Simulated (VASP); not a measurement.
Given:

```
CELL_PARAMETERS angstrom
      0.00000     2.32732     2.32732
      2.32732     0.00000     2.32732
      2.32732     2.32732     0.00000
ATOMIC_POSITIONS crystal
  Li 0.25000 0.25000 0.25000
  Li 0.75000 0.75000 0.75000
  O  0.00000 0.00000 0.00000
```

All values below come from AM05 GGA, VASP's PBE PAW potentials (set 64) (plane waves; VASP). Numerical set-up: 520 eV cut-off, 8×8×8 Γ-centred mesh, Gaussian smearing of 0.050 eV, potentials Li_sv O.

**Question.** Give the stress tensor in GPa (positive for a compressed cell).

**Answer.** 
```
-2.61   0.00   0.00
 0.00  -2.61   0.00
 0.00   0.00  -2.61
```
The pressure is its mean diagonal, -2.61 GPa.

The compound is Li2O in the antifluorite structure. This cell is one point of a volume scan, at 1.03 of the reference volume.
